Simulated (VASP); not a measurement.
A convergence study with VASP on PbTe (rock salt): a few settings are varied, all else stays as given below, so the limit is that of these other settings.

```yaml
crystal:
  lattice:
    - [0.00000, 3.23000, 3.23000]
    - [3.23000, 0.00000, 3.23000]
    - [3.23000, 3.23000, 0.00000]
  atoms:
    - { symbol: Te, position: [0.50000, 0.50000, 0.50000] }
    - { symbol: Pb, position: [0.00000, 0.00000, 0.00000] }
```

The numbers are results of LDA (Ceperley-Alder, Perdew-Zunger), VASP's LDA PAW potentials (set 64) (plane waves; VASP 6.6.1), not measurements. The last row used: 550 eV cut-off, 14×14×14 Γ-centred mesh, second-order Methfessel-Paxton smearing of 0.40 eV, potentials Te Pb_d.

```json
[
 {"setting": "ISMEAR = -1, SIGMA = 0.01, 4×4×4 mesh", "E (eV/atom)": "-4.3780", "pressure (GPa)": "-1.60", "irreducible k-points": "8"},
 {"setting": "ISMEAR = -1, SIGMA = 0.1, 4×4×4 mesh", "E (eV/atom)": "-4.3774", "pressure (GPa)": "-1.63", "irreducible k-points": "8"},
 {"setting": "ISMEAR = 0, SIGMA = 0.01, 4×4×4 mesh", "E (eV/atom)": "-4.3780", "pressure (GPa)": "-1.60", "irreducible k-points": "8"},
 {"setting": "ISMEAR = 0, SIGMA = 0.2, 4×4×4 mesh", "E (eV/atom)": "-4.3778", "pressure (GPa)": "-1.61", "irreducible k-points": "8"},
 {"setting": "ISMEAR = 1, SIGMA = 0.05, 4×4×4 mesh", "E (eV/atom)": "-4.3779", "pressure (GPa)": "-1.60", "irreducible k-points": "8"},
 {"setting": "ISMEAR = 1, SIGMA = 0.2, 4×4×4 mesh", "E (eV/atom)": "-4.3778", "pressure (GPa)": "-1.60", "irreducible k-points": "8"},
 {"setting": "ISMEAR = 2, SIGMA = 0.05, 4×4×4 mesh", "E (eV/atom)": "-4.3779", "pressure (GPa)": "-1.60", "irreducible k-points": "8"},
 {"setting": "ISMEAR = 2, SIGMA = 0.2, 4×4×4 mesh", "E (eV/atom)": "-4.3777", "pressure (GPa)": "-1.60", "irreducible k-points": "8"},
 {"setting": "ISMEAR = -1, SIGMA = 0.01, 8×8×8 mesh", "E (eV/atom)": "-4.3816", "pressure (GPa)": "-1.60", "irreducible k-points": "29"},
 {"setting": "ISMEAR = -1, SIGMA = 0.2, 8×8×8 mesh", "E (eV/atom)": "-4.3777", "pressure (GPa)": "-1.62", "irreducible k-points": "29"},
 {"setting": "ISMEAR = 0, SIGMA = 0.01, 8×8×8 mesh", "E (eV/atom)": "-4.3816", "pressure (GPa)": "-1.60", "irreducible k-points": "29"},
 {"setting": "ISMEAR = 0, SIGMA = 0.4, 8×8×8 mesh", "E (eV/atom)": "-4.3808", "pressure (GPa)": "-1.61", "irreducible k-points": "29"},
 {"setting": "ISMEAR = 1, SIGMA = 0.05, 8×8×8 mesh", "E (eV/atom)": "-4.3816", "pressure (GPa)": "-1.60", "irreducible k-points": "29"},
 {"setting": "ISMEAR = 1, SIGMA = 0.4, 8×8×8 mesh", "E (eV/atom)": "-4.3816", "pressure (GPa)": "-1.67", "irreducible k-points": "29"},
 {"setting": "ISMEAR = 2, SIGMA = 0.05, 8×8×8 mesh", "E (eV/atom)": "-4.3816", "pressure (GPa)": "-1.60", "irreducible k-points": "29"},
 {"setting": "ISMEAR = 2, SIGMA = 0.4, 8×8×8 mesh", "E (eV/atom)": "-4.3817", "pressure (GPa)": "-1.65", "irreducible k-points": "29"},
 {"setting": "ISMEAR = -1, SIGMA = 0.05, 14×14×14 mesh", "E (eV/atom)": "-4.3816", "pressure (GPa)": "-1.61", "irreducible k-points": "104"},
 {"setting": "ISMEAR = -1, SIGMA = 0.2, 14×14×14 mesh", "E (eV/atom)": "-4.3776", "pressure (GPa)": "-1.62", "irreducible k-points": "104"},
 {"setting": "ISMEAR = 0, SIGMA = 0.1, 14×14×14 mesh", "E (eV/atom)": "-4.3816", "pressure (GPa)": "-1.61", "irreducible k-points": "104"},
 {"setting": "ISMEAR = 0, SIGMA = 0.4, 14×14×14 mesh", "E (eV/atom)": "-4.3809", "pressure (GPa)": "-1.62", "irreducible k-points": "104"},
 {"setting": "ISMEAR = 1, SIGMA = 0.1, 14×14×14 mesh", "E (eV/atom)": "-4.3816", "pressure (GPa)": "-1.61", "irreducible k-points": "104"},
 {"setting": "ISMEAR = 1, SIGMA = 0.4, 14×14×14 mesh", "E (eV/atom)": "-4.3809", "pressure (GPa)": "-1.68", "irreducible k-points": "104"},
 {"setting": "ISMEAR = 2, SIGMA = 0.1, 14×14×14 mesh", "E (eV/atom)": "-4.3816", "pressure (GPa)": "-1.61", "irreducible k-points": "104"},
 {"setting": "ISMEAR = 2, SIGMA = 0.4, 14×14×14 mesh", "E (eV/atom)": "-4.3814", "pressure (GPa)": "-1.68", "irreducible k-points": "104"}
]
```

Left out are rungs that failed or repeat a setting and relaxations that didn't move; long series are thinned to 24 rows.

The compound is PbTe in the rock salt structure. The cell was not relaxed at this level.
